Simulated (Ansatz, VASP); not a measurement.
**Two plane-wave programs on LiMgBN2**

```
CELL_PARAMETERS angstrom
-1.98604 1.98604 4.44352
1.98604 -1.98604 4.44352
1.98604 1.98604 -4.44352
ATOMIC_POSITIONS crystal
Li 0.25000 0.75000 0.50000
Mg 0.75000 0.25000 0.50000
B 0.50000 0.50000 0.00000
N 0.65126 0.65126 0.00000
N 0.34874 0.34874 0.00000
```

Change from the starting cell: strain +0.040 along x and y, +0.000 along z, atoms carried along.

Alike in both runs: task single point; functional PBE; k mesh 8 × 8 × 8; occupations gaussian, width 0.05 eV; no spin polarisation.

|  | VASP | Ansatz |
| --- | --- | --- |
| version | VASP 6.6.1 | Ansatz 0.2.0 |
| potentials or method | VASP PAW PBE potentials, release 64 (Li_sv, Mg, B, N) | scalar-relativistic, plane waves, PAW |
| plane-wave cutoff (eV) | 520 | 420 |
| valence electrons in the cell | 18 | 26 |

VASP gave:

| Item | Value |
| --- | --- |
| gap on the k mesh at the Fermi level (eV) | 2.34 |
| least direct gap on the mesh (eV) | 3.35 |
| rms of the force components (eV/Å) | 0.205 |

What did Ansatz give for the same quantities?

gap on the k mesh at the Fermi level (eV): 2.35; least direct gap on the mesh (eV): 3.36; rms of the force components (eV/Å): 0.205.

Atom by atom the forces differ by 0.000 eV/Å (rms over components). The functional is the same, so the differences come from potentials, cutoffs and numerics. The two sets of potentials don't hold the same shells in valence.

 A k mesh can miss the band edges.
